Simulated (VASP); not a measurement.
The system is CrO2.

```
Cr O
1.0
     4.42300    0.00000    0.00000
     0.00000    4.42300    0.00000
     0.00000    0.00000    2.91800
Cr O
2 4
Direct
  0.00000 0.00000 0.00000
  0.50000 0.50000 0.50000
  0.30100 0.30100 0.00000
  0.19900 0.80100 0.50000
  0.69900 0.69900 0.00000
  0.80100 0.19900 0.50000
```

| Item | Value |
| --- | --- |
| Program | VASP 6.6.1 |
| Task | relaxation of cell and atoms |
| Functional | LDA |
| Potentials or basis | VASP PAW LDA potentials, release 64 (Cr_pv, O) |
| Cutoff | 600 eV |
| k mesh | 8 × 8 × 12 |
| Occupations | fermi-dirac, width 0.05 eV |
| Spin | collinear spin, ferromagnetic start |
| Starting moments | [3.0, 3.0, 0.0, 0.0, 0.0, 0.0] μB |

At the start: pressure -13.8 GPa; volume 9.51 Å³/atom.

Question: Where does the relaxation end?

Answer: Over 9 steps the energy falls by 23.5 meV/atom and the volume is 9.04 Å³/atom (-5.0 %); space group P4_2/mnm (No. 136, to 0.05 Å); moment 4.00 μB per cell.

Step by step:
| step | energy change (eV) | largest force (eV/Å) | pressure (GPa) | volume (Å³) |
| --- | --- | --- | --- | --- |
| 1 | 0.0000 | 0.3782 | -13.75 | 57.08 |
| 2 | 0.1290 | 0.5150 | 24.12 | 50.60 |
| 3 | -0.1400 | 0.0926 | -0.11 | 54.23 |
| 4 | -0.1400 | 0.0856 | 0.14 | 54.18 |
| 5 | -0.1400 | 0.0781 | 0.46 | 54.12 |
| 6 | -0.1407 | 0.0059 | 0.42 | 54.17 |
| 7 | -0.1407 | 0.0071 | 0.39 | 54.17 |
| 8 | -0.1406 | 0.0070 | -0.46 | 54.33 |
| 9 | -0.1407 | 0.0006 | -0.05 | 54.24 |

Final structure:
```yaml
crystal:
  lattice:
    - [4.35697, 0.00000, 0.00000]
    - [0.00000, 4.35697, 0.00000]
    - [0.00000, 0.00000, 2.85744]
  atoms:
    - { symbol: Cr, position: [0.00000, 0.00000, 0.00000] }
    - { symbol: Cr, position: [0.50000, 0.50000, 0.50000] }
    - { symbol: O, position: [0.30285, 0.30285, 0.00000] }
    - { symbol: O, position: [0.19715, 0.80285, 0.50000] }
    - { symbol: O, position: [0.69715, 0.69715, 0.00000] }
    - { symbol: O, position: [0.80285, 0.19715, 0.50000] }
```

Caveat: only a ferromagnetic start was run, and an antiferromagnetic order may lie lower in energy.
